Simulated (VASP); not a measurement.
Here is the system:

```
CsPbBr3
1.0
    5.77905     0.00000     0.00000
    0.00000     5.77905     0.00000
    0.00000     0.00000     5.77905
Cs Pb Br
1 1 3
Direct
  0.00000   0.00000   0.00000
  0.50000   0.50000   0.50000
  0.50000   0.00000   0.50000
  0.00000   0.50000   0.50000
  0.50000   0.50000   0.00000
```

These are LDA (Ceperley-Alder, Perdew-Zunger), VASP's LDA PAW potentials (set 64) (plane waves; VASP) values and carry that method's errors. Run with 400 eV cut-off, Gaussian smearing of 0.050 eV, potentials Cs_sv Pb_d Br.

Unless said otherwise, spin-orbit coupling is left out, though it shifts the bands of the heavy elements here.

**Question.** Give the energies of bands 14 to 25 at the high-symmetry points, in eV from the valence-band maximum.

**Answer.** 
```json
[
 {"band": "14", "Γ": "-4.84", "X": "-4.75", "M": "-4.59", "R": "-3.28"},
 {"band": "15", "Γ": "-4.84", "X": "-4.75", "M": "-3.53", "R": "-3.28"},
 {"band": "16", "Γ": "-4.84", "X": "-3.25", "M": "-2.83", "R": "-3.28"},
 {"band": "17", "Γ": "-2.51", "X": "-2.67", "M": "-2.83", "R": "-2.56"},
 {"band": "18", "Γ": "-2.51", "X": "-2.66", "M": "-2.76", "R": "-2.56"},
 {"band": "19", "Γ": "-2.51", "X": "-2.66", "M": "-2.76", "R": "-1.96"},
 {"band": "20", "Γ": "-2.36", "X": "-2.50", "M": "-2.57", "R": "-1.96"},
 {"band": "21", "Γ": "-2.36", "X": "-2.50", "M": "-1.97", "R": "-1.96"},
 {"band": "22", "Γ": "-2.36", "X": "-1.61", "M": "-0.79", "R": "0.00"},
 {"band": "23", "Γ": "2.42", "X": "2.34", "M": "1.79", "R": "1.16"},
 {"band": "24", "Γ": "3.51", "X": "3.97", "M": "1.79", "R": "1.16"},
 {"band": "25", "Γ": "3.51", "X": "4.55", "M": "4.68", "R": "1.16"}
]
```

The gap is direct, 1.16 eV, from the valence maximum at R to the conduction minimum at R.

The compound is CsPbBr3 in the cubic perovskite structure, the ideal cubic form; the compound distorts at low or room temperature. It was relaxed first.
